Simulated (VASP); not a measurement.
Method: PBE GGA, VASP's PBE PAW potentials (set 64) (plane waves; VASP).

VASP ran on this input.

**INCAR**
```
SYSTEM = Pt3Ti
PREC = Accurate; ENCUT = 500; LREAL = .False.
LASPH = .True.
EDIFF = 1E-6; NELM = 100; ALGO = Normal
LMAXMIX = 6
ISMEAR = 1; SIGMA = 0.1
GGA = PE
IBRION = 2; NSW = 40; ISIF = 3
EDIFFG = -0.02; PSTRESS = 100
LWAVE = .False.; LCHARG = .False.
```

POSCAR:
```
Pt3Ti
1.0
  3.9202773967   0.0000000000   0.0000000000
  0.0000000000   3.9202773967   0.0000000000
  0.0000000000   0.0000000000   3.9202773967
Ti Pt
1 3
direct
  0.0000000000   0.0000000000   0.0000000000
  0.0000000000   0.5000000000   0.5000000000
  0.5000000000   0.0000000000   0.5000000000
  0.5000000000   0.5000000000   0.0000000000
```

**KPOINTS**
```
Automatic mesh
0
Gamma
8 8 8
0 0 0
```

POTCAR, in this order: Ti_sv Pt (PBE.64 set). Program: vasp_std.

What VASP printed:

File OSZICAR:
```
       N       E                     dE             d eps       ncg     rms          rms(c)
DAV:   1     0.376554632181E+03    0.37655E+03   -0.20754E+04  1750   0.176E+03
DAV:   2     0.156807998944E+01   -0.37499E+03   -0.36749E+03  1881   0.446E+02
DAV:   3    -0.315568350244E+02   -0.33125E+02   -0.31658E+02  2642   0.111E+02
DAV:   4    -0.326469940844E+02   -0.10902E+01   -0.10869E+01  2059   0.212E+01
DAV:   5    -0.326768643083E+02   -0.29870E-01   -0.29840E-01  2606   0.343E+00    0.217E+01
DAV:   6    -0.309573227851E+02    0.17195E+01   -0.23011E+01  2493   0.332E+01    0.143E+01
DAV:   7    -0.304334579083E+02    0.52386E+00   -0.30753E+01  2456   0.332E+01    0.103E+01
DAV:   8    -0.296781778348E+02    0.75528E+00   -0.16257E+00  2394   0.101E+01    0.450E+00
DAV:   9    -0.295751609572E+02    0.10302E+00   -0.18765E+00  2591   0.745E+00    0.210E+00
DAV:  10    -0.295311550660E+02    0.44006E-01   -0.26940E-01  2470   0.367E+00    0.350E-01
DAV:  11    -0.295326627018E+02   -0.15076E-02   -0.38064E-03  2322   0.514E-01    0.441E-01
DAV:  12    -0.295309965575E+02    0.16661E-02   -0.12804E-02  2531   0.657E-01    0.930E-02
DAV:  13    -0.295309689094E+02    0.27648E-04   -0.18404E-04  2053   0.970E-02    0.505E-02
DAV:  14    -0.295309768416E+02   -0.79323E-05   -0.51245E-05  2291   0.561E-02    0.539E-02
DAV:  15    -0.295309548143E+02    0.22027E-04   -0.10867E-04  2576   0.681E-02    0.868E-03
DAV:  16    -0.295309552270E+02   -0.41264E-06   -0.21363E-06  1554   0.956E-03
   1 F= -.25770505E+02 E0= -.25770305E+02  d E =-.257705E+02
       N       E                     dE             d eps       ncg     rms          rms(c)
DAV:   1    -0.311380973613E+02   -0.16071E+01   -0.50260E+01  1839   0.652E+01    0.116E+01
DAV:   2    -0.293586375355E+02    0.17795E+01   -0.67630E+00  1898   0.194E+01    0.483E+00
DAV:   3    -0.294742755951E+02   -0.11564E+00   -0.52284E+00  2584   0.147E+01    0.622E+00
DAV:   4    -0.291307902110E+02    0.34349E+00   -0.35883E+00  2364   0.109E+01    0.164E+00
DAV:   5    -0.291292576720E+02    0.15325E-02   -0.94717E-02  2296   0.197E+00    0.652E-01
DAV:   6    -0.291430968634E+02   -0.13839E-01   -0.50073E-02  2537   0.904E-01    0.532E-01
DAV:   7    -0.291447179922E+02   -0.16211E-02   -0.68420E-03  2400   0.561E-01    0.234E-01
DAV:   8    -0.291459174701E+02   -0.11995E-02   -0.18357E-03  2561   0.211E-01    0.102E-01
DAV:   9    -0.291459741540E+02   -0.56684E-04   -0.26210E-04  2412   0.845E-02    0.548E-02
DAV:  10    -0.291459728745E+02    0.12795E-05   -0.87865E-05  2450   0.697E-02    0.723E-03
DAV:  11    -0.291459726886E+02    0.18587E-06   -0.24203E-06  1700   0.981E-03
   2 F= -.25641261E+02 E0= -.25641553E+02  d E =0.129244E+00
       N       E                     dE             d eps       ncg     rms          rms(c)
DAV:   1    -0.305825735725E+02   -0.14366E+01   -0.27646E+01  1887   0.500E+01    0.758E+00
DAV:   2    -0.295711045236E+02    0.10115E+01   -0.38000E+00  1824   0.151E+01    0.433E+00
DAV:   3    -0.296508705802E+02   -0.79766E-01   -0.30395E+00  2510   0.117E+01    0.306E+00
DAV:   4    -0.294630135654E+02    0.18786E+00   -0.91551E-01  2388   0.591E+00    0.120E+00
DAV:   5    -0.294756163071E+02   -0.12603E-01   -0.37530E-02  2403   0.142E+00    0.573E-01
DAV:   6    -0.294814387133E+02   -0.58224E-02   -0.36552E-02  2532   0.873E-01    0.385E-01
DAV:   7    -0.294807560387E+02    0.68267E-03   -0.67974E-03  2366   0.453E-01    0.103E-01
DAV:   8    -0.294806173821E+02    0.13866E-03   -0.29168E-04  2219   0.114E-01    0.246E-02
DAV:   9    -0.294806195798E+02   -0.21977E-05   -0.11467E-04  2542   0.661E-02    0.189E-02
DAV:  10    -0.294806185447E+02    0.10352E-05   -0.75888E-06  2058   0.176E-02    0.737E-03
DAV:  11    -0.294806181313E+02    0.41333E-06   -0.22602E-06  1651   0.952E-03
   3 F= -.25788564E+02 E0= -.25788384E+02  d E =-.180584E-01
```

File OUTCAR:
```
------------------------ aborting loop because EDIFF is reached ----------------------------------------
  FORCE on cell =-STRESS in cart. coord.  units (eV):
  Direction    XX          YY          ZZ          XY          YZ          ZX
  --------------------------------------------------------------------------------------
  Total        3.6562438      3.6562438      3.6562438     -0.0000000      0.0000000      0.0000000
  in kB       99.0300613     99.0300613     99.0300613     -0.0000000      0.0000000      0.0000000
  external PRESSURE =      -0.9699387 kB  Pullay stress =     100.0000000 kB
  volume of cell :       59.15
      direct lattice vectors                 reciprocal lattice vectors
     3.896364358  0.000000000  0.000000000     0.256649509 -0.000000000 -0.000000000
     0.000000000  3.896364358  0.000000000    -0.000000000  0.256649509 -0.000000000
     0.000000000  0.000000000  3.896364358    -0.000000000 -0.000000000  0.256649509
 POSITION                                       TOTAL-FORCE (eV/Angst)
 -----------------------------------------------------------------------------------
      0.00000      0.00000      0.00000        -0.000000     -0.000000      0.000000
      0.00000      1.94818      1.94818         0.000000      0.000000      0.000000
      1.94818      0.00000      1.94818        -0.000000      0.000000      0.000000
      1.94818      1.94818      0.00000        -0.000000     -0.000000      0.000000
 -----------------------------------------------------------------------------------
    total drift:                                0.000000      0.000000     -0.000000
  FREE ENERGIE OF THE ION-ELECTRON SYSTEM (eV)
  ---------------------------------------------------
  free  energy   TOTEN  =       -29.4806181313 eV

  energy  without entropy=      -29.4800789281  energy(sigma->0) =      -29.48043840
  enthalpy is  TOTEN    =       -25.7885636281 eV   P V=        3.6920545032

 reached required accuracy - stopping structural energy minimisation
```
(Selected blocks of OUTCAR.)

CONTCAR:
```
Pt3Ti
   1.00000000000000
     3.8963643581019363    0.0000000000000000    0.0000000000000000
     0.0000000000000000    3.8963643581019363    0.0000000000000000
     0.0000000000000000    0.0000000000000000    3.8963643581019363
  Ti              Pt
     1     3
Direct
     0.0000000000000000    0.0000000000000000    0.0000000000000000
     0.0000000000000000    0.5000000000000000    0.5000000000000000
     0.5000000000000000    0.0000000000000000    0.5000000000000000
     0.5000000000000000    0.5000000000000000    0.0000000000000000
```

The compound is Pt3Ti in the L1_2 structure. This run relaxes it under an external pressure of 10 GPa. Symmetry was kept, so distortions that lower it aren't found.
